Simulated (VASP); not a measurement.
Data:

```xyz
1
Lattice="0.0000 1.9380 1.9380 1.9380 0.0000 1.9380 1.9380 1.9380 0.0000" Properties=species:S:1:pos:R:3 pbc="T T T"
Rh     0.0000     0.0000     0.0000
```

The numbers are results of PBE GGA, VASP's PBE PAW potentials (set 64) (plane waves; VASP 6.6.1), not measurements. Run with 400 eV cut-off, 12×12×12 Γ-centred mesh, first-order Methfessel-Paxton smearing of 0.10 eV, potentials Rh_pv.

Energy and stress use the plane-wave basis of the starting cell.

Q: The ions, cell shape and volume are relaxed. Predict the relaxed structure.

A: 
```xyz
1
Lattice="0.0000 1.9121 1.9121 1.9121 0.0000 1.9121 1.9121 1.9121 0.0000" Properties=species:S:1:pos:R:3 pbc="T T T"
Rh     1.9121     0.0000     1.9121
```
Space group Fm-3m (225), at a tolerance of 0.03 Å.

Q: How do energy and volume change from the first to the last step?

A: The energy (σ→0) changes by -18.3 meV/atom and the volume by -4.0 %, in 4 ionic steps.

The compound is Rh in the fcc structure. This run relaxes it. Symmetry was kept, so distortions that lower it aren't found.
